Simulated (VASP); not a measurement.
Crystal: AgRh.

```
Ag Rh
1.0
     2.77759    0.00000    0.00000
    -1.38879    2.40546    0.00000
     0.00000    0.00000    4.80860
Ag Rh
1 1
Direct
  0.00000 0.00000 0.50000
  0.66667 0.33333 0.00000
```

The cell comes from a database or a generator and needn't be the stable form of this composition.

| Property | Result |
| --- | --- |
| Program | VASP 6.6.1 |
| Task | relaxation of cell and atoms |
| Functional | LDA |
| Potentials or basis | VASP PAW LDA potentials, release 64 (Ag, Rh_pv) |
| Cutoff | 600 eV |
| k mesh | 10 × 10 × 6 |
| Occupations | fermi-dirac, width 0.05 eV |
| Spin | no spin polarisation |

At the start: pressure -15.0 GPa; volume 16.06 Å³/atom.

Problem. How do energy, volume and symmetry change on relaxing?

Solution. Over 9 steps the energy falls by 73.6 meV/atom and the volume is 14.64 Å³/atom (-8.9 %); space group P-6m2 (No. 187, to 0.05 Å).

The path:
| step | energy change (eV) | largest force (eV/Å) | pressure (GPa) | volume (Å³) |
| --- | --- | --- | --- | --- |
| 1 | 0.0000 | 0.0000 | -15.00 | 32.13 |
| 2 | 0.2591 | 0.0000 | 40.35 | 25.63 |
| 3 | -0.1453 | 0.0000 | -0.71 | 29.42 |
| 4 | -0.1455 | 0.0000 | -0.18 | 29.34 |
| 5 | -0.1455 | 0.0000 | 0.22 | 29.28 |
| 6 | -0.1472 | 0.0000 | 0.28 | 29.25 |
| 7 | -0.1472 | 0.0000 | 0.28 | 29.24 |
| 8 | -0.1472 | 0.0000 | -0.42 | 29.34 |
| 9 | -0.1473 | 0.0000 | 0.00 | 29.28 |

Final structure:
```
Ag Rh
1.0
     2.70268    0.00000    0.00000
    -1.35134    2.34059    0.00000
     0.00000    0.00000    4.62859
Ag Rh
1 1
Cartesian
  0.0000 0.0000 2.3143
  1.3513 0.7802 0.0000
```
